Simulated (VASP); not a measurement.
Bi3SbO3: relaxation of cell and atoms with PBE

Crystal: Bi3SbO3.

```
Sb Bi O
1.0
     3.47700    0.00000    0.00000
     0.00000    3.47700    0.00000
     0.00000    0.00000   11.12600
Sb Bi O
1 3 3
Direct
  0.00000 0.00000 0.50000
  0.00000 0.00000 0.00000
  0.50000 0.50000 0.28321
  0.50000 0.50000 0.71679
  0.50000 0.50000 0.00000
  0.00000 0.00000 0.21553
  0.00000 0.00000 0.78447
```

The cell was built by a generator and needn't be a form met in nature.

```json
{"Program": "VASP 6.6.1", "Task": "relaxation of cell and atoms", "Functional": "PBE", "Potentials or basis": "VASP PAW PBE potentials, release 64 (Sb, Bi_d, O)", "Cutoff": "520 eV", "k mesh": "8 × 8 × 4", "Occupations": "gaussian, width 0.1 eV", "Spin": "no spin polarisation", "Further INCAR settings": "ALGO = Normal; EDIFF = 1e-06; IBRION = 2; EDIFFG = -0.01; NSW = 90; ISIF = 3"}
```

```json
{
  "Relaxed volume": "19.73 Å³/atom",
  "Relaxed cell": "a = 3.458 Å, b = 3.458 Å, c = 11.546 Å, α = 90.00°, β = 90.00°, γ = 90.00°",
  "Space group after relaxing (to 0.05 Å)": "P4/mmm (No. 123)",
  "Energy gained by relaxing": "7.5 meV/atom",
  "Ionic steps": "14",
  "Pressure after relaxing": "0.0 GPa",
  "Largest force after relaxing": "0.007 eV/Å",
  "Band gap on the k mesh": "none (metal or under the smearing width)"
}
```

Forces on the atoms (eV/Å):
```
Sb   0.000  0.000  0.000
Bi   0.000  0.000  0.000
Bi   0.000  0.000  0.004
Bi   0.000  0.000 -0.004
O    0.000  0.000  0.000
O    0.000  0.000  0.007
O    0.000  0.000 -0.007
```

The path:
| step | energy change (eV) | largest force (eV/Å) | pressure (GPa) | volume (Å³) |
| --- | --- | --- | --- | --- |
| 1 | 0.0000 | 0.1387 | 1.44 | 134.51 |
| 2 | -0.0202 | 0.1913 | -0.81 | 137.90 |
| 3 | -0.0204 | 0.1879 | -0.64 | 137.59 |
| 4 | -0.0345 | 0.2023 | -0.28 | 137.47 |
| 5 | -0.0400 | 0.2128 | 0.13 | 137.33 |
| 6 | -0.0464 | 0.1300 | 0.00 | 137.66 |
| 7 | -0.0506 | 0.0699 | -0.28 | 138.25 |
| 8 | -0.0504 | 0.0531 | 0.46 | 137.35 |
| 9 | -0.0512 | 0.0505 | 0.08 | 137.82 |
| 10 | -0.0518 | 0.0348 | 0.07 | 137.93 |
| 11 | -0.0521 | 0.0137 | 0.04 | 138.11 |
| 12 | -0.0521 | 0.0039 | -0.14 | 138.35 |
| 13 | -0.0521 | 0.0080 | -0.08 | 138.24 |
| 14 | -0.0522 | 0.0067 | 0.01 | 138.09 |

Final structure:
```yaml
crystal:
  lattice:
    - [3.45821, 0.00000, 0.00000]
    - [0.00000, 3.45821, 0.00000]
    - [0.00000, 0.00000, 11.54638]
  atoms:
    - { symbol: Sb, position: [0.00000, 0.00000, 0.50000] }
    - { symbol: Bi, position: [0.00000, 0.00000, 0.00000] }
    - { symbol: Bi, position: [0.50000, 0.50000, 0.27829] }
    - { symbol: Bi, position: [0.50000, 0.50000, 0.72171] }
    - { symbol: O, position: [0.50000, 0.50000, 0.00000] }
    - { symbol: O, position: [0.00000, 0.00000, 0.20862] }
    - { symbol: O, position: [0.00000, 0.00000, 0.79138] }
```

Levels at points of the mesh, in eV from the Fermi level:
```
           k point  band 30  band 31  band 32  band 33  band 34  band 35  band 36  band 37  band 38  band 39
(0.00, 0.00, 0.00)    -3.12    -2.86    -2.84    -0.14     1.41     1.41     2.55     3.95     4.04     4.04
(0.50, 0.00, 0.00)    -2.94    -2.74    -2.51    -1.55    -0.56    -0.19     0.83     1.05     2.25     3.07
(0.50, 0.50, 0.00)    -3.62    -3.01    -3.01    -2.72    -0.64    -0.08     0.53     0.53     0.79     1.93
(0.00, 0.00, 0.50)    -3.78    -2.93    -2.29     0.26     1.41     1.41     2.50     3.30     4.00     4.00
(0.50, 0.00, 0.50)    -3.32    -2.24    -2.20    -1.29    -0.83    -0.59     0.59     1.36     2.47     3.08
(0.50, 0.50, 0.50)    -3.65    -3.07    -3.03    -3.03    -0.23     0.24     0.30     0.51     0.51     2.00
```

Wall time 4.7 min on 4 MPI ranks on Intel(R) Xeon(R) 6975P-C (Granite Rapids), on a shared host, peak memory 0.4 GiB a rank.

Caveat: spin-orbit coupling is left out, which moves the levels of the heavy elements.
